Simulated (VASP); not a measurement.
VASP input:

### KPOINTS
```
Automatic mesh
0
Gamma
15 15 8
0 0 0
```

### INCAR
```
AGGAC = 0.0
ALGO = Normal
EDIFF = 1E-7
EDIFFG = -0.01
ENCUT = 520
GGA = ML
IBRION = 2
ISIF = 4
ISMEAR = 1
LASPH = .True.
LCHARG = .False.
LMAXMIX = 4
LREAL = .False.
LUSE_VDW = .True.
LWAVE = .False.
NELM = 100
NSW = 30
PREC = Accurate
SIGMA = 0.1
SYSTEM = Tc
ZAB_VDW = -1.8867
```

POSCAR:
```
Tc
1
    1.4201516486    -2.4597752391     0.0000000000
    1.4201516486     2.4597752391     0.0000000000
    0.0000000000     0.0000000000     4.5517509355
Tc
2
Direct
  0.3333330000   0.6666670000   0.2500000000
  0.6666670000   0.3333330000   0.7500000000
```

POTCAR, in this order: Tc_pv (PBE.64 set). Program: vasp_std.

Problem. Write an equivalent input for Quantum ESPRESSO's pw.x.

Solution. One equivalent input (not run):
```
&CONTROL
  calculation = 'vc-relax'
  pseudo_dir = './pseudo'
  outdir = './out'
  tprnfor = .true.
  tstress = .true.
  nstep = 30
  forc_conv_thr = 0.00039
/
&SYSTEM
  ibrav = 0
  nat = 2
  ntyp = 1
  ecutwfc = 84
  occupations = 'smearing'
  smearing = 'methfessel-paxton'
  degauss = 0.00735
  input_dft = 'vdw-df2'
/
&ELECTRONS
  conv_thr = 7.3e-09
  electron_maxstep = 100
/
&IONS
/
&CELL
  cell_dofree = 'shape'
/
ATOMIC_SPECIES
  Tc 97.907 Tc.upf
CELL_PARAMETERS angstrom
     1.4201516   -2.4597752    0.0000000
     1.4201516    2.4597752    0.0000000
     0.0000000    0.0000000    4.5517509
ATOMIC_POSITIONS crystal
  Tc   0.3333330  0.6666670  0.2500000
  Tc   0.6666670  0.3333330  0.7500000
K_POINTS automatic
  15 15 8 0 0 0
```
Limits of the translation: the potentials are each code's own (VASP's PAW set, PseudoDojo norm-conserving files in pw.x), so ENCUT and ecutwfc are chosen apart and not converted; conv_thr bounds pw.x's estimated SCF error, while EDIFF bounds the energy change between steps; forc_conv_thr acts on force components and is met together with etot_conv_thr.

The compound is Tc in the hcp structure. This cell is one point of a volume scan, at 1.03 of the reference volume. Symmetry was kept, so distortions that lower it aren't found.
